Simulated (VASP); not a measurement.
EuGa4, 5 atoms in the cell. Symmetry: I4/mmm, No. 139, tetragonal system. The conventional cell has a = 4.420 Å, b = 4.420 Å, c = 10.720 Å, α = 90.00°, β = 90.00°, γ = 90.00°. Around Eu (site symmetry 4/mmm) lie 16 Ga at 3.38 to 3.47 Å. Ga (site symmetry -4m2) has 4 Ga at 2.61 Å as nearest neighbours. Ga (site symmetry 4mm) has 5 Ga at 2.57 to 2.61 Å as nearest neighbours. 

| Quantity | Value |
| --- | --- |
| Program | VASP 6.6.1 |
| Task | electric field gradients |
| Functional | r2SCAN |
| Potentials or basis | VASP PAW PBE potentials, release 64 (Eu, Ga_d) |
| Cutoff | 520 eV |
| k mesh | 11 × 11 × 11 |
| Occupations | fermi-dirac, width 0.05 eV |
| Spin | collinear spin, ferromagnetic start |
| Starting moments | [7.0, 0.0, 0.0, 0.0, 0.0] μB |
| Further INCAR settings | ALGO = Normal; EDIFF = 1e-07 |

Potentials or basis: VASP PAW PBE potentials, release 64 (Eu, Ga_d).

Command:

```sh
$ cat potpaw_PBE.64/Eu/POTCAR potpaw_PBE.64/Ga_d/POTCAR > POTCAR
$ mpirun -np 1 vasp_std > vasp.out
```

Hardware: 1 thread of Intel(R) Xeon(R) 6975P-C (Granite Rapids), on a shared host.

**Question.** Estimate the wall time of this run.

**Answer.** Wall time 120 min on 1 thread of Intel(R) Xeon(R) 6975P-C (Granite Rapids), with other jobs on the host, peak memory 1.1 GiB. Counts: scf iterations 28, k points 126.
